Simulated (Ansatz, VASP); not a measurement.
YAl2N3 in VASP and in Ansatz

```xyz
6
Lattice="-2.6917 2.6917 3.4433 2.6917 -2.6917 3.4433 2.6917 2.6917 -3.4433" Properties=species:S:1:pos:R:3 pbc="T T T"
Y     0.0000    0.0000    3.4433
Al    0.0000    2.6917    0.0000
Al    2.6917    0.0000    0.0000
N     0.0000    2.6917    1.7216
N     2.6917    0.0000    1.7216
N     0.0000    0.0000    0.0000
```

Alike in both runs: functional PBE; k mesh 6 × 6 × 6; occupations gaussian, width 0.1 eV; no spin polarisation.

Ansatz relaxed the structure, and its values are those at the end. VASP's run is a single point on that final structure, the one shown.

|  | VASP | Ansatz |
| --- | --- | --- |
| version | VASP 6.6.1 | Ansatz 0.2.0 |
| potentials or method | VASP PAW PBE potentials, release 64 (Y_sv, Al, N) | scalar-relativistic, plane waves, PAW |
| plane-wave cutoff (eV) | 520 | 420 |
| valence electrons in the cell | 32 | 32 |

|  | VASP | Ansatz | Ansatz less VASP |
| --- | --- | --- | --- |
| gap on the k mesh at the Fermi level (eV) | none | none | - |
| pressure (GPa) | 0.0 | 0.0 | -0.01 |

A gap of «none» marks a metal or a gap that the smearing closes.
